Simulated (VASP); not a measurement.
Data:

```
CELL_PARAMETERS angstrom
      2.81853     0.00000     0.00000
      0.00000     2.81853     0.00000
      0.00000     0.00000     2.81853
ATOMIC_POSITIONS crystal
  Ga 0.50000 0.50000 0.50000
  Co 0.00000 0.00000 0.00000
```

All values below come from PBEsol GGA, VASP's PBE PAW potentials (set 64) (plane waves; VASP). Run with 500 eV cut-off, 13×13×13 Γ-centred mesh, first-order Methfessel-Paxton smearing of 0.10 eV, potentials Ga_d Co.

Task: What does the run give for the energy per atom (σ→0), pressure, band gap (on the k-mesh) with the smallest direct gap where there is one?

Result: 
```yaml
band gap (on the k-mesh): none (metal, semimetal or under 0.01 eV)
energy per atom (σ→0): -5.883 eV/atom
pressure: 49.2 kbar
```

The compound is CoGa in the CsCl type structure. It was relaxed first under an external pressure of 5 GPa. The run is not spin-polarised, so no magnetic state was tried.
